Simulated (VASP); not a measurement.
Level of theory: PBEsol GGA, VASP's PBE PAW potentials (set 64) (plane waves; VASP 6.6.1).

Input for VASP

File KPOINTS:
```
Regular mesh
0
Gamma
  8 8 8
```

**INCAR**
```
ALGO = Normal
EDIFF = 1E-6
ENCUT = 300
GGA = PS
ISIF = 2
ISMEAR = -1
LASPH = .True.
LCHARG = .False.
LREAL = .False.
LWAVE = .False.
NELM = 100
PREC = Accurate
SIGMA = 0.1
SYSTEM = Si
```

**POSCAR**
```
Si
1
    1.6583520000     0.9574500000     3.0752120000
   -1.6583520000     0.9574500000     3.0752120000
    0.0000000000    -1.9149000000     3.0752120000
Si
2
Direct
  0.2335050000   0.2365840000   0.2177530000
  0.7664950000   0.7634160000   0.7822470000
```

POTCAR, in this order: Si (PBE.64 set). Program: vasp_std.

The resulting files:

### OSZICAR
```
       N       E                     dE             d eps       ncg     rms          rms(c)
DAV:   1     0.265967219011E+00    0.26597E+00   -0.26559E+03  4256   0.540E+02
DAV:   2    -0.104949647260E+02   -0.10761E+02   -0.10419E+02  6296   0.647E+01
DAV:   3    -0.105934471133E+02   -0.98482E-01   -0.98234E-01  5312   0.756E+00
DAV:   4    -0.105936636000E+02   -0.21649E-03   -0.21648E-03  6824   0.342E-01
DAV:   5    -0.105936638001E+02   -0.20010E-06   -0.20075E-06  5600   0.535E-03    0.560E+00
DAV:   6    -0.104238502201E+02    0.16981E+00   -0.28809E-01  5768   0.274E+00    0.318E+00
DAV:   7    -0.103927400243E+02    0.31110E-01   -0.15706E-01  6448   0.217E+00    0.756E-01
DAV:   8    -0.103915141650E+02    0.12259E-02   -0.15090E-02  4832   0.869E-01    0.175E-01
DAV:   9    -0.103914672002E+02    0.46965E-04   -0.12482E-03  5496   0.216E-01    0.834E-02
DAV:  10    -0.103914277618E+02    0.39438E-04   -0.14080E-04  5736   0.754E-02    0.142E-02
DAV:  11    -0.103914275100E+02    0.25177E-06   -0.17538E-05  6264   0.264E-02    0.114E-02
DAV:  12    -0.103914273838E+02    0.12624E-06   -0.75720E-07  3136   0.701E-03
   1 F= -.10391427E+02 E0= -.10377914E+02  d E =-.270260E-01
```

### OUTCAR
```
------------------------ aborting loop because EDIFF is reached ----------------------------------------
  FORCE on cell =-STRESS in cart. coord.  units (eV):
  Direction    XX          YY          ZZ          XY          YZ          ZX
  --------------------------------------------------------------------------------------
  Total        5.1455029      3.3817484      2.3141021     -0.1461011     -0.7177192      0.1516702
  in kB      281.3968775    184.9408043    126.5534428     -7.9899671    -39.2505764      8.2945280
  external PRESSURE =     197.6303749 kB  Pullay stress =       0.0000000 kB
  volume of cell :       29.30
      direct lattice vectors                 reciprocal lattice vectors
     1.658352000  0.957450000  3.075212000     0.301504144  0.174073494  0.108393611
    -1.658352000  0.957450000  3.075212000    -0.301504144  0.174073494  0.108393611
     0.000000000 -1.914900000  3.075212000     0.000000000 -0.348146988  0.108393611
 POSITION                                       TOTAL-FORCE (eV/Angst)
 -----------------------------------------------------------------------------------
     -0.00511      0.03311      2.11526         0.118927     -0.544787      2.498802
      0.00511     -0.03311      7.11038        -0.118927      0.544787     -2.498802
 -----------------------------------------------------------------------------------
    total drift:                                0.000000     -0.000000      0.000000
  FREE ENERGIE OF THE ION-ELECTRON SYSTEM (eV)
  ---------------------------------------------------
  free  energy   TOTEN  =       -10.3914273838 eV

  energy  without entropy=      -10.3644013637  energy(sigma->0) =      -10.37791437
```
(Selected blocks of OUTCAR.)

The structure was generated: Si was put into an ordered model structure, which need not be its known phase. The cell was not relaxed at this level, atoms are displaced from their ideal sites. The run is one of a series of settings (GGA = PS against the base run), some of them coarse on purpose.
